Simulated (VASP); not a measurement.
Input:

```xyz
5
Lattice="10.1580 -2.0960 0.0521 10.1580 2.0960 0.0521 9.7070 0.0000 3.6543" Properties=species:S:1:pos:R:3 pbc="T T T"
Bi    11.9422     0.0000     1.4950
Bi    18.0807     0.0000     2.2635
Se    20.3159     0.0000     0.1042
Se     6.5138     0.0000     0.8154
Se    23.5091     0.0000     2.9430
```

Level of theory: PW91 GGA, VASP's PBE PAW potentials (set 64) (plane waves; VASP). Run with 520 eV cut-off, 7×7×7 Γ-centred mesh, tetrahedra with Blöchl corrections, potentials Bi_d Se.

The cores are frozen, which limits the accuracy of field gradients. Without a dispersion term in the relaxation, distances and binding between the weakly bound layers, chains or molecules are unreliable, and so is what depends on them.

Question: Give the principal components of the electric field gradient (V/Å²) and the asymmetry η at each nucleus.

Answer: 
```tsv
atom	Vxx	Vyy	Vzz	η
Bi1	-2.9	-2.9	5.8	0.00
Bi2	-2.9	-2.9	5.8	0.00
Se3	-35.5	-35.5	71.1	0.00
Se4	13.3	13.3	-26.6	0.00
Se5	13.3	13.3	-26.6	0.00
```

The compound is Bi2Se3 in the tetradymite structure. It was relaxed first, which changed the volume by +8 %.
